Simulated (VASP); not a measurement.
```yaml
crystal:
  lattice:
    - [5.82766, 0.00000, 0.00000]
    - [0.00000, 5.82766, 0.00000]
    - [0.00000, 0.00000, 5.90282]
  atoms:
    - { symbol: Zn, position: [0.00000, 0.00000, 0.00000] }
    - { symbol: Zn, position: [0.50000, 0.50000, 0.00000] }
    - { symbol: Se, position: [0.25000, 0.25000, 0.22602] }
    - { symbol: Se, position: [0.75000, 0.75000, 0.22602] }
    - { symbol: Se, position: [0.75000, 0.25000, 0.77398] }
    - { symbol: Se, position: [0.25000, 0.75000, 0.77398] }
    - { symbol: Cd, position: [0.50000, 0.00000, 0.50000] }
    - { symbol: Cd, position: [0.00000, 0.50000, 0.50000] }
```

All values below come from PBEsol GGA, VASP's PBE PAW potentials (set 64) (plane waves; VASP). Run with 400 eV cut-off, 5×5×4 Γ-centred mesh, tetrahedra with Blöchl corrections, potentials Zn Se Cd.

Task: Estimate the energy per atom (σ→0), band gap (on the k-mesh) with the smallest direct gap where there is one.

Result: 
| Item | Result |
|---|---|
| band gap (on the k-mesh) | 0.73 eV |
| smallest direct gap (on the k-mesh) | 0.73 eV |
| energy per atom (σ→0) | -3.224 eV/atom |

Only differences to runs with the same potentials and settings are physical.

The structure was generated: Cd2Zn2Se4 was put into an ordered model structure (P-4m2), which need not be its known phase. It was relaxed first.
